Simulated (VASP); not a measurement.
Calculation: HSE06 screened hybrid, VASP's PBE PAW potentials (set 64) (plane waves; VASP 6.6.1).

A VASP calculation is set up with these files.

File KPOINTS:
```
Automatic
0
G
2 2 2
0 0 0
```

**POSCAR**
```
MgS
1.0
  0.0000000000   2.6520000000   2.6520000000
  2.6520000000   0.0000000000   2.6520000000
  2.6520000000   2.6520000000   0.0000000000
Mg S
1 1
direct
  0.0000000000   0.0000000000   0.0000000000
  0.5000000000   0.5000000000   0.5000000000
```

INCAR:
```
AEXX = 0.25
ALGO = Normal
EDIFF = 1E-6
ENCUT = 400
GGA = PE
HFSCREEN = 0.2
ISIF = 2
ISMEAR = 0
ISYM = 3
LASPH = .TRUE.
LCHARG = .FALSE.
LHFCALC = .TRUE.
LREAL = .FALSE.
LWAVE = .FALSE.
NELM = 100
PREC = Accurate
PRECFOCK = Fast
SIGMA = 0.05
SYSTEM = MgS
```

POTCAR, in this order: Mg S (PBE.64 set). Program: vasp_std.

The resulting files:

**OSZICAR**
```
       N       E                     dE             d eps       ncg     rms          rms(c)
DAV:   1    -0.237125049272E+03   -0.23713E+03   -0.28203E+03    48   0.618E+02
DAV:   2    -0.263256662751E+03   -0.26132E+02   -0.25269E+02    64   0.906E+01
DAV:   3    -0.264486892466E+03   -0.12302E+01   -0.12302E+01    64   0.260E+01
DAV:   4    -0.264490794805E+03   -0.39023E-02   -0.39023E-02    64   0.172E+00
DAV:   5    -0.965411640517E+01    0.25484E+03   -0.16746E+00    48   0.111E+01    0.455E+00
DAV:   6    -0.878939467104E+01    0.86472E+00   -0.21135E+00    64   0.787E+00    0.449E+00
DAV:   7    -0.873215786223E+01    0.57237E-01   -0.54854E-01    56   0.409E+00    0.399E+00
DAV:   8    -0.873164691981E+01    0.51094E-03   -0.57079E-02    72   0.142E+00    0.289E+00
DAV:   9    -0.872871786348E+01    0.29291E-02   -0.31192E-03    80   0.475E-01    0.159E+00
DAV:  10    -0.872747473709E+01    0.12431E-02   -0.10224E-03    64   0.306E-01    0.782E-01
DAV:  11    -0.872714577664E+01    0.32896E-03   -0.44640E-04    64   0.199E-01    0.355E-01
DAV:  12    -0.872707154116E+01    0.74235E-04   -0.15868E-04    64   0.121E-01    0.159E-01
DAV:  13    -0.872706042328E+01    0.11118E-04   -0.65164E-05    64   0.771E-02    0.757E-02
DAV:  14    -0.872706399013E+01   -0.35668E-05   -0.27796E-05    64   0.493E-02    0.436E-02
DAV:  15    -0.872706859879E+01   -0.46087E-05   -0.11704E-05    64   0.319E-02    0.311E-02
DAV:  16    -0.872707164903E+01   -0.30502E-05   -0.47727E-06    64   0.204E-02    0.240E-02
DAV:  17    -0.872707340125E+01   -0.17522E-05   -0.19801E-06    64   0.132E-02    0.185E-02
DAV:  18    -0.872707425693E+01   -0.85568E-06   -0.83085E-07    64   0.855E-03
   1 F= -.87270743E+01 E0= -.87270743E+01  d E =-.127181E-14
```

File OUTCAR:
```
------------------------ aborting loop because EDIFF is reached ----------------------------------------
  FORCE on cell =-STRESS in cart. coord.  units (eV):
  Direction    XX          YY          ZZ          XY          YZ          ZX
  --------------------------------------------------------------------------------------
  Total        0.2041542      0.2041542      0.2041542      0.0000000      0.0000000      0.0000000
  in kB        8.7683616      8.7683616      8.7683616      0.0000000      0.0000000      0.0000000
  external PRESSURE =       8.7683616 kB  Pullay stress =       0.0000000 kB
  volume of cell :       37.30
      direct lattice vectors                 reciprocal lattice vectors
     0.000000000  2.652000000  2.652000000    -0.188536953  0.188536953  0.188536953
     2.652000000  0.000000000  2.652000000     0.188536953 -0.188536953  0.188536953
     2.652000000  2.652000000  0.000000000     0.188536953  0.188536953 -0.188536953
 POSITION                                       TOTAL-FORCE (eV/Angst)
 -----------------------------------------------------------------------------------
      0.00000      0.00000      0.00000        -0.000000      0.000000     -0.000000
      2.65200      2.65200      2.65200         0.000000     -0.000000      0.000000
 -----------------------------------------------------------------------------------
    total drift:                                0.000001     -0.000001      0.000003
  FREE ENERGIE OF THE ION-ELECTRON SYSTEM (eV)
  ---------------------------------------------------
  free  energy   TOTEN  =        -8.7270742569 eV

  energy  without entropy=       -8.7270742569  energy(sigma->0) =       -8.72707426

  exchange ACFDT corr.  =         0.00000000  see jH, gK, PRB 81, 115126
```
(Selected blocks of OUTCAR.)

The compound is MgS in the rock salt structure. The cell was not relaxed at this level. The k-mesh is coarse (spacing up to 1.03 per Å, 2π included), so the numbers may not be converged in it.
